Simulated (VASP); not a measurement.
A cell of SrO (rock salt) near equilibrium:

```
SrO
1.0
    0.00000     2.58464     2.58464
    2.58464     0.00000     2.58464
    2.58464     2.58464     0.00000
Sr O
1 1
Direct
  0.00000   0.00000   0.00000
  0.50000   0.50000   0.50000
```

The numbers are results of r2SCAN meta-GGA, VASP's PBE PAW potentials (set 64) (plane waves; VASP), not measurements.

```json
[
 {"run": "as it is", "ΔE (meV/atom)": "0.0", "σxx": "-0.08", "σyy": "-0.08", "σzz": "-0.08", "largest shear component, with its sign (GPa)": "0.00", "gap (eV)": "3.75"},
 {"run": "after one change", "ΔE (meV/atom)": "0.9", "σxx": "-1.43", "σyy": "-1.43", "σzz": "-1.43", "largest shear component, with its sign (GPa)": "0.00", "gap (eV)": "3.76"}
]
```
Stress is in GPa, positive when the cell is compressed; gaps are those on the k-mesh, and 0.00 means metallic.

Q: Name the change that produced these shifts.
(A) biaxial strain of +0.5 % in the xz plane
(B) isotropic strain of +0.5 %
(C) isotropic strain of -1.0 %
(D) uniaxial strain of +2.0 % along y

A: B, isotropic strain of +0.5 %

The compound is SrO in the rock salt structure.
